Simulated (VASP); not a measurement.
Level of theory: PBE GGA, VASP's PBE PAW potentials (set 64) (plane waves; VASP).

VASP input:

**KPOINTS**
```
Automatic mesh
0
Gamma
1 1 1
0 0 0
```

File POSCAR:
```
B32N31Si
1.0
  7.2488848260   0.0000000000   0.0000000000
  0.0000000000   7.2488848260   0.0000000000
  0.0000000000   0.0000000000   7.2488848260
B N Si
32 31 1
Direct
  0.5000000000   0.0000000000   0.0000000000
  0.7542500000   0.2443960000   0.0027680000
  0.7565400000   0.0004990000   0.2501000000
  0.0000000000   0.0000000000   0.0000000000
  0.2500000000   0.2500000000   0.0000000000
  0.5034640000   0.5003420000   0.0042300000
  0.7500000000   0.7500000000   0.0000000000
  0.2500000000   0.0000000000   0.2500000000
  0.5027990000   0.2568010000   0.2518910000
  0.7431490000   0.4940840000   0.2509450000
  0.5032700000   0.0068770000   0.4934210000
  0.7441190000   0.2469870000   0.4942700000
  0.7500000000   0.0000000000   0.7500000000
  0.0000000000   0.5000000000   0.0000000000
  0.2500000000   0.7500000000   0.0000000000
  0.0000000000   0.2500000000   0.2500000000
  0.2494390000   0.5006050000   0.2510590000
  0.5020570000   0.7566080000   0.2529940000
  0.0000000000   0.0000000000   0.5000000000
  0.2433970000   0.2446250000   0.4964780000
  0.4971070000   0.5005510000   0.4946640000
  0.7544840000   0.7493610000   0.5014570000
  0.2500000000   0.0000000000   0.7500000000
  0.5055630000   0.2502700000   0.7560440000
  0.7473140000   0.4963830000   0.7486340000
  0.0000000000   0.7500000000   0.2500000000
  0.0000000000   0.5000000000   0.5000000000
  0.2500000000   0.7500000000   0.5000000000
  0.0000000000   0.2500000000   0.7500000000
  0.2500000000   0.5000000000   0.7500000000
  0.5000000000   0.7500000000   0.7500000000
  0.0000000000   0.7500000000   0.7500000000
  0.6196410000   0.1265320000   0.1221840000
  0.8809870000   0.3797330000   0.1291490000
  0.8812910000   0.1288130000   0.3762530000
  0.1250000000   0.1250000000   0.1250000000
  0.3787780000   0.3756750000   0.1202730000
  0.6279950000   0.6183040000   0.1251820000
  0.8750000000   0.8750000000   0.1250000000
  0.3797080000   0.1264600000   0.3743830000
  0.8773430000   0.6298060000   0.3716110000
  0.6318420000   0.1194690000   0.6291040000
  0.8806610000   0.3780770000   0.6289370000
  0.8750000000   0.1250000000   0.8750000000
  0.1250000000   0.6250000000   0.1250000000
  0.3750000000   0.8750000000   0.1250000000
  0.1250000000   0.3750000000   0.3750000000
  0.3685730000   0.6208280000   0.3717210000
  0.6250000000   0.8750000000   0.3750000000
  0.1250000000   0.1250000000   0.6250000000
  0.3799040000   0.3682310000   0.6198080000
  0.6289510000   0.6208770000   0.6242010000
  0.8750000000   0.8750000000   0.6250000000
  0.3750000000   0.1250000000   0.8750000000
  0.6250000000   0.3750000000   0.8750000000
  0.8750000000   0.6250000000   0.8750000000
  0.1250000000   0.8750000000   0.3750000000
  0.1250000000   0.6250000000   0.6250000000
  0.3750000000   0.8750000000   0.6250000000
  0.1250000000   0.3750000000   0.8750000000
  0.3750000000   0.6250000000   0.8750000000
  0.6250000000   0.8750000000   0.8750000000
  0.1250000000   0.8750000000   0.8750000000
  0.6183380000   0.3700150000   0.3770100000
```

INCAR:
```
SYSTEM = B32N31Si
PREC = Normal
ENCUT = 400
EDIFF = 1E-5
NELM = 100
ALGO = Fast
LREAL = Auto
LASPH = .TRUE.
ISMEAR = 0
SIGMA = 0.05
GGA = PE
LWAVE = .TRUE.
LCHARG = .FALSE.
NELMIN = 4
ISYM = 0
ISPIN = 2
NUPDOWN = 1
MAGMOM = 64*0.0156
LORBIT = 10
IBRION = 2
ISIF = 2
NSW = 60
EDIFFG = -0.03
```

POTCAR, in this order: B N Si (PBE.64 set). Program: vasp_gam.

The resulting files:

**OSZICAR**
```
...
RMM:   5    -0.541082985701E+03   -0.37683E-03   -0.66823E-03   640   0.181E-01    0.175E-01
RMM:   6    -0.541082836466E+03    0.14924E-03   -0.16028E-03   644   0.869E-02    0.851E-02
RMM:   7    -0.541082796192E+03    0.40274E-04   -0.73617E-04   643   0.465E-02    0.485E-02
RMM:   8    -0.541082779152E+03    0.17039E-04   -0.17403E-04   642   0.283E-02    0.179E-02
RMM:   9    -0.541082780402E+03   -0.12497E-05   -0.29534E-05   431   0.114E-02
   8 F= -.54108278E+03 E0= -.54108278E+03  d E =-.101700E+00  mag=     1.0000
       N       E                     dE             d eps       ncg     rms          rms(c)
DAV:   1    -0.541109655956E+03   -0.26877E-01   -0.26094E+00   704   0.462E+00    0.538E-01
RMM:   2    -0.541113533248E+03   -0.38773E-02   -0.71846E-02   640   0.740E-01    0.248E-01
RMM:   3    -0.541113439990E+03    0.93258E-04   -0.94112E-03   640   0.251E-01    0.162E-01
RMM:   4    -0.541113401417E+03    0.38574E-04   -0.17316E-03   640   0.964E-02    0.984E-02
RMM:   5    -0.541113454011E+03   -0.52594E-04   -0.91806E-04   640   0.642E-02    0.717E-02
RMM:   6    -0.541113409173E+03    0.44838E-04   -0.23299E-04   639   0.325E-02    0.293E-02
RMM:   7    -0.541113407060E+03    0.21129E-05   -0.84921E-05   522   0.162E-02
   9 F= -.54111341E+03 E0= -.54111341E+03  d E =-.132327E+00  mag=     1.0000
       N       E                     dE             d eps       ncg     rms          rms(c)
DAV:   1    -0.541137191326E+03   -0.23782E-01   -0.86069E+00   672   0.835E+00    0.715E-01
RMM:   2    -0.541145421116E+03   -0.82298E-02   -0.15364E-01   640   0.110E+00    0.365E-01
RMM:   3    -0.541144316334E+03    0.11048E-02   -0.21280E-02   640   0.386E-01    0.186E-01
RMM:   4    -0.541144212682E+03    0.10365E-03   -0.37100E-03   642   0.147E-01    0.102E-01
RMM:   5    -0.541144278330E+03   -0.65649E-04   -0.11036E-03   645   0.749E-02    0.629E-02
RMM:   6    -0.541144296259E+03   -0.17928E-04   -0.24874E-04   630   0.333E-02    0.340E-02
RMM:   7    -0.541144285344E+03    0.10914E-04   -0.94445E-05   544   0.183E-02    0.187E-02
RMM:   8    -0.541144286107E+03   -0.76233E-06   -0.29208E-05   444   0.109E-02
  10 F= -.54114429E+03 E0= -.54114429E+03  d E =-.308790E-01  mag=     1.0000
       N       E                     dE             d eps       ncg     rms          rms(c)
DAV:   1    -0.541146608923E+03   -0.23236E-02   -0.41905E-01   704   0.185E+00    0.151E-01
RMM:   2    -0.541147025800E+03   -0.41688E-03   -0.75035E-03   640   0.242E-01    0.789E-02
RMM:   3    -0.541146977037E+03    0.48763E-04   -0.99731E-04   640   0.846E-02    0.415E-02
RMM:   4    -0.541146970227E+03    0.68104E-05   -0.18360E-04   642   0.325E-02    0.222E-02
RMM:   5    -0.541146973217E+03   -0.29899E-05   -0.51211E-05   494   0.162E-02
  11 F= -.54114697E+03 E0= -.54114697E+03  d E =-.335662E-01  mag=     1.0000
       N       E                     dE             d eps       ncg     rms          rms(c)
DAV:   1    -0.541154580668E+03   -0.76104E-02   -0.11184E+00   688   0.299E+00    0.335E-01
RMM:   2    -0.541155680398E+03   -0.10997E-02   -0.21696E-02   640   0.405E-01    0.166E-01
RMM:   3    -0.541155513960E+03    0.16644E-03   -0.38263E-03   641   0.149E-01    0.790E-02
RMM:   4    -0.541155531255E+03   -0.17295E-04   -0.62749E-04   647   0.573E-02    0.488E-02
RMM:   5    -0.541155531236E+03    0.18790E-07   -0.24169E-04   641   0.331E-02    0.320E-02
RMM:   6    -0.541155530522E+03    0.71445E-06   -0.56179E-05   487   0.164E-02
  12 F= -.54115553E+03 E0= -.54115553E+03  d E =-.855730E-02  mag=     1.0000
       N       E                     dE             d eps       ncg     rms          rms(c)
DAV:   1    -0.541155588980E+03   -0.57744E-04   -0.11922E-02   752   0.310E-01    0.351E-02
RMM:   2    -0.541155605732E+03   -0.16753E-04   -0.25708E-04   640   0.437E-02    0.185E-02
RMM:   3    -0.541155605322E+03    0.41015E-06   -0.41612E-05   473   0.157E-02    0.979E-03
RMM:   4    -0.541155605391E+03   -0.68478E-07   -0.68708E-06   385   0.577E-03
  13 F= -.54115561E+03 E0= -.54115561E+03  d E =-.863217E-02  mag=     1.0000
       N       E                     dE             d eps       ncg     rms          rms(c)
DAV:   1    -0.541158859849E+03   -0.32545E-02   -0.70366E-01   696   0.239E+00    0.220E-01
RMM:   2    -0.541159535597E+03   -0.67575E-03   -0.11029E-02   640   0.289E-01    0.112E-01
RMM:   3    -0.541159501827E+03    0.33769E-04   -0.19415E-03   641   0.108E-01    0.541E-02
RMM:   4    -0.541159517056E+03   -0.15228E-04   -0.36585E-04   653   0.416E-02    0.339E-02
RMM:   5    -0.541159516211E+03    0.84504E-06   -0.86934E-05   578   0.212E-02
  14 F= -.54115952E+03 E0= -.54115952E+03  d E =-.391082E-02  mag=     1.0000
       N       E                     dE             d eps       ncg     rms          rms(c)
DAV:   1    -0.541159559287E+03   -0.42231E-04   -0.82619E-03   752   0.257E-01    0.284E-02
RMM:   2    -0.541159564746E+03   -0.54597E-05   -0.14878E-04   640   0.325E-02    0.143E-02
RMM:   3    -0.541159565901E+03   -0.11546E-05   -0.33484E-05   435   0.132E-02    0.746E-03
RMM:   4    -0.541159565900E+03    0.38199E-09   -0.48861E-06   381   0.493E-03
  15 F= -.54115957E+03 E0= -.54115957E+03  d E =-.396051E-02  mag=     1.0000
       N       E                     dE             d eps       ncg     rms          rms(c)
DAV:   1    -0.541161185401E+03   -0.16195E-02   -0.37924E-01   688   0.174E+00    0.182E-01
RMM:   2    -0.541161448016E+03   -0.26262E-03   -0.64664E-03   640   0.218E-01    0.895E-02
RMM:   3    -0.541161421830E+03    0.26187E-04   -0.12675E-03   640   0.841E-02    0.419E-02
RMM:   4    -0.541161427639E+03   -0.58094E-05   -0.20195E-04   644   0.324E-02    0.272E-02
RMM:   5    -0.541161427812E+03   -0.17315E-06   -0.68911E-05   526   0.177E-02
  16 F= -.54116143E+03 E0= -.54116143E+03  d E =-.186191E-02  mag=     1.0000
       N       E                     dE             d eps       ncg     rms          rms(c)
DAV:   1    -0.541161436939E+03   -0.92996E-05   -0.16834E-03   752   0.115E-01    0.169E-02
RMM:   2    -0.541161436340E+03    0.59877E-06   -0.38025E-05   470   0.155E-02    0.821E-03
RMM:   3    -0.541161436793E+03   -0.45249E-06   -0.97537E-06   386   0.674E-03    0.438E-03
RMM:   4    -0.541161436756E+03    0.36220E-07   -0.12498E-06   272   0.246E-03
  17 F= -.54116144E+03 E0= -.54116144E+03  d E =-.187086E-02  mag=     1.0000
       N       E                     dE             d eps       ncg     rms          rms(c)
DAV:   1    -0.541161910263E+03   -0.47347E-03   -0.15357E-01   688   0.111E+00    0.121E-01
RMM:   2    -0.541162030332E+03   -0.12007E-03   -0.27135E-03   640   0.142E-01    0.602E-02
RMM:   3    -0.541162006049E+03    0.24283E-04   -0.53053E-04   640   0.548E-02    0.255E-02
RMM:   4    -0.541162009467E+03   -0.34181E-05   -0.82693E-05   548   0.210E-02
  18 F= -.54116201E+03 E0= -.54116201E+03  d E =-.572711E-03  mag=     1.0000
       N       E                     dE             d eps       ncg     rms          rms(c)
DAV:   1    -0.541162018867E+03   -0.12818E-04   -0.33283E-03   736   0.165E-01    0.149E-02
RMM:   2    -0.541162022673E+03   -0.38063E-05   -0.56989E-05   529   0.209E-02    0.676E-03
RMM:   3    -0.541162022440E+03    0.23320E-06   -0.68483E-06   375   0.713E-03    0.385E-03
RMM:   4    -0.541162022348E+03    0.92157E-07   -0.10784E-06   314   0.257E-03
  19 F= -.54116202E+03 E0= -.54116202E+03  d E =-.585592E-03  mag=     1.0000
       N       E                     dE             d eps       ncg     rms          rms(c)
DAV:   1    -0.541162371736E+03   -0.34930E-03   -0.70769E-02   672   0.747E-01    0.779E-02
RMM:   2    -0.541162422504E+03   -0.50768E-04   -0.11276E-03   640   0.898E-02    0.391E-02
RMM:   3    -0.541162415928E+03    0.65761E-05   -0.25113E-04   641   0.361E-02    0.164E-02
RMM:   4    -0.541162417234E+03   -0.13060E-05   -0.36801E-05   443   0.141E-02
  20 F= -.54116242E+03 E0= -.54116242E+03  d E =-.394886E-03  mag=     1.0000
```

**OUTCAR**
```
------------------------ aborting loop because EDIFF is reached ----------------------------------------
  FORCE on cell =-STRESS in cart. coord.  units (eV):
  Direction    XX          YY          ZZ          XY          YZ          ZX
  --------------------------------------------------------------------------------------
  Total       18.4497447     17.9254709     17.9767731     -3.1831296     -3.5432885     -3.1662328
  in kB       77.6045784     75.3993423     75.6151331    -13.3890976    -14.9040227    -13.3180252
  external PRESSURE =      76.2063513 kB  Pullay stress =       0.0000000 kB
  volume of cell :      380.90
      direct lattice vectors                 reciprocal lattice vectors
     7.248884826  0.000000000  0.000000000     0.137952254  0.000000000  0.000000000
     0.000000000  7.248884826  0.000000000     0.000000000  0.137952254  0.000000000
     0.000000000  0.000000000  7.248884826     0.000000000  0.000000000  0.137952254
  FREE ENERGIE OF THE ION-ELECTRON SYSTEM (eV)
  ---------------------------------------------------
  free  energy   TOTEN  =      -541.1624172339 eV

  energy  without entropy=     -541.1624172339  energy(sigma->0) =     -541.16241723

 total charge

# of ion       s       p       d       tot
------------------------------------------
    1        0.679   1.373   0.000   2.052
    2        0.670   1.346   0.000   2.016
    3        0.670   1.346   0.000   2.016
    4        0.676   1.369   0.000   2.045
    5        0.679   1.375   0.000   2.055
    6        0.670   1.346   0.000   2.016
    7        0.683   1.398   0.000   2.081
    8        0.679   1.375   0.000   2.054
    9        0.708   1.454   0.000   2.162
   10        0.699   1.517   0.000   2.215
   11        0.670   1.346   0.000   2.016
   12        0.699   1.516   0.000   2.215
   13        0.683   1.398   0.000   2.081
   14        0.683   1.398   0.000   2.081
   15        0.676   1.369   0.000   2.045
   16        0.668   1.338   0.000   2.006
   17        0.670   1.346   0.000   2.016
   18        0.668   1.338   0.000   2.006
   19        0.683   1.398   0.000   2.081
   20        0.670   1.346   0.000   2.017
   21        0.699   1.514   0.000   2.213
   22        0.670   1.346   0.000   2.015
   23        0.676   1.369   0.000   2.045
   24        0.668   1.338   0.000   2.006
   25        0.670   1.346   0.000   2.015
   26        0.680   1.379   0.000   2.059
   27        0.670   1.345   0.000   2.015
   28        0.683   1.398   0.000   2.081
   29        0.680   1.380   0.000   2.059
   30        0.683   1.398   0.000   2.081
   31        0.679   1.377   0.000   2.056
   32        0.677   1.373   0.000   2.050
   33        1.224   2.701   0.000   3.926
   34        1.223   2.729   0.000   3.952
   35        1.223   2.729   0.000   3.952
   36        1.223   2.721   0.000   3.944
   37        1.224   2.704   0.000   3.928
   38        1.223   2.728   0.000   3.951
   39        1.222   2.722   0.000   3.945
   40        1.224   2.704   0.000   3.929
   41        1.223   2.704   0.000   3.927
   42        1.223   2.728   0.000   3.951
   43        1.223   2.704   0.000   3.927
   44        1.222   2.722   0.000   3.945
   45        1.222   2.723   0.000   3.945
   46        1.223   2.721   0.000   3.944
   47        1.221   2.718   0.000   3.939
   48        1.223   2.729   0.000   3.952
   49        1.221   2.718   0.000   3.939
   50        1.222   2.723   0.000   3.945
   51        1.223   2.729   0.000   3.952
   52        1.223   2.701   0.000   3.924
   53        1.222   2.720   0.000   3.943
   54        1.223   2.721   0.000   3.944
   55        1.221   2.718   0.000   3.939
   56        1.222   2.720   0.000   3.943
   57        1.230   2.751   0.000   3.981
   58        1.222   2.720   0.000   3.943
   59        1.222   2.722   0.000   3.945
   60        1.230   2.751   0.000   3.981
   61        1.222   2.722   0.000   3.945
   62        1.229   2.750   0.000   3.979
   63        1.223   2.718   0.000   3.941
   64        0.847   1.377   0.000   2.224
--------------------------------------------------
tot         60.487 130.002   0.000 190.489

 magnetization (x)

# of ion       s       p       d       tot
------------------------------------------
    1        0.002   0.011   0.000   0.013
    2       -0.000   0.000   0.000   0.000
    3       -0.000   0.000   0.000   0.000
    4       -0.000   0.000   0.000   0.000
    5        0.002   0.011   0.000   0.012
    6       -0.000   0.000   0.000   0.000
    7        0.000   0.000   0.000   0.000
    8        0.002   0.011   0.000   0.012
    9        0.019   0.202   0.000   0.222
   10        0.001   0.015   0.000   0.015
   11       -0.000   0.000   0.000   0.000
   12        0.001   0.014   0.000   0.015
   13        0.000   0.000   0.000   0.000
   14        0.000   0.000   0.000   0.000
   15       -0.000   0.000   0.000   0.000
   16        0.000   0.001   0.000   0.001
   17       -0.000   0.000   0.000   0.000
...
```
(Selected blocks of OUTCAR.)

### CONTCAR
```
B32N31Si
   1.00000000000000
     7.2488848260000003    0.0000000000000000    0.0000000000000000
     0.0000000000000000    7.2488848260000003    0.0000000000000000
     0.0000000000000000    0.0000000000000000    7.2488848260000003
  B               N               Si
    32    31     1
Direct
     0.5000808186669394    0.9971258183084427    0.9972711902336050
     0.7523667614153063    0.2505255479262845    0.9979904849049543
     0.7523865665111928    0.9978471800468829    0.2506794783969800
     0.0007079973495139    0.9996816530314706    0.9998106089899840
     0.2477662996583819    0.2493557393391820    0.9971396259878530
     0.5012502067671132    0.5016684204743680    0.9979109160578834
     0.7504630870075574    0.7529554838541469    0.9965586942932559
     0.2478007984013807    0.9969951793030685    0.2495389664604495
     0.4785409304248043    0.2285776011177550    0.2287147757338275
     0.7676957882435281    0.5167089898164959    0.2269963376224842
     0.5012237190680140    0.9978059413198251    0.5017914558101753
     0.7676767016855766    0.2271091059888927    0.5168353544296598
     0.7503900691369987    0.9965541938165720    0.7529620125814305
     0.0037363737156637    0.4997440939052749    0.9964909368629817
     0.2504896852373925    0.7500466388383528    0.9997268024740255
     0.0016302878968292    0.2493534660573535    0.2494807789741694
     0.2483802004670976    0.5016258778754057    0.2504544342685373
     0.5002118509426280    0.7508833986587449    0.2494523954963458
     0.0036833594866293    0.9964006470257039    0.4998364041363596
     0.2483597833089931    0.2503166471254650    0.5018201936671882
     0.4772456817198796    0.5163459536487729    0.5165301736673757
     0.7509754661026186    0.7503832560582692    0.5001451899314131
     0.2504343517002945    0.9995561916363309    0.7501875044572981
     0.5001297306595338    0.2493699115796149    0.7510145178140711
     0.7510078773571962    0.5000405687630490    0.7505418892082881
     0.0029814006970027    0.7522625987287981    0.2494158486645675
     0.0012561827819596    0.5001844155628458    0.5002971644489629
     0.2473188083471885    0.7528271666870514    0.4997668318627467
     0.0029812952474454    0.2492958866246674    0.7524210883734267
     0.2472609015512628    0.4996362619675929    0.7530233990563908
     0.5001364857174905    0.7519924496159944    0.7521280630210193
     0.0003738171719030    0.7496379418527899    0.7496639236343027
     0.6258389508841303    0.1214564661486786    0.1216022608905200
     0.8834334498659978    0.3758256448553913    0.1164436755670615
     0.8833938558224667    0.1163869684710331    0.3759389509040168
     0.1259584679453143    0.1242957639038825    0.1244755269553125
     0.3716963538982151    0.3751727018341027    0.1212019470209920
     0.6266237003409161    0.6325674932298815    0.1165081970715666
     0.8764240197350415    0.8754144591024889    0.1239455932307827
     0.3717248012128059    0.1211185524171747    0.3753651655620606
     0.8814559868395816    0.6306408781291103    0.3738404273117132
     0.6265381489255590    0.1165472337584713    0.6326163219006747
     0.8815288881696414    0.3737721699930996    0.6308300298091901
     0.8763896849430831    0.1238220297950514    0.8755097292470645
     0.1260810866465463    0.6258026425673372    0.1238420758003088
     0.3751384660134576    0.8752058853689368    0.1244616260220261
     0.1251167157348683    0.3748323602405105    0.3749967263322261
     0.3671971806803601    0.6324040797682325    0.3757758105850963
     0.6256129640464025    0.8744387985064414    0.3750016121175374
     0.1260412554701589    0.1236950534413091    0.6259500656594006
     0.3671521238396645    0.3756506237108147    0.6325647377340687
     0.6246659892541255    0.6300960482079562    0.6302526221776840
     0.8762882973079121    0.8738785746531444    0.6256587468885285
     0.3750946727614664    0.1243038209119484    0.8753370163102511
     0.6256141740007368    0.3748890876607440    0.8745895099252708
     0.8763462887816266    0.6256227676412676    0.8739568394139219
     0.1262534778064344    0.8753391506178946    0.3752098603796285
     0.1247867582961042    0.6255601365116717    0.6256758503893558
     0.3746552188797883    0.8752030527682696    0.6258065421622939
     0.1262490956961407    0.3750180766843935    0.8754866843215048
     0.3746359464513221    0.6256781629046511    0.8753761521623669
     0.6258341372715815    0.8754129658763271    0.8754385004477517
     0.1256614597670518    0.8749323883858732    0.8750736773420358
     0.6295890982661969    0.3784107353784700    0.3784410768357827
```

At this cut-off the stress carries a Pulay error, which pulls relaxed volumes low. The supercell is sampled at Γ alone, which is coarse: total energies, pressure and levels can be off, energies of defects by several tenths of an eV.

The cell is a supercell with a defect, built from BN (zinc blende): Si_N.
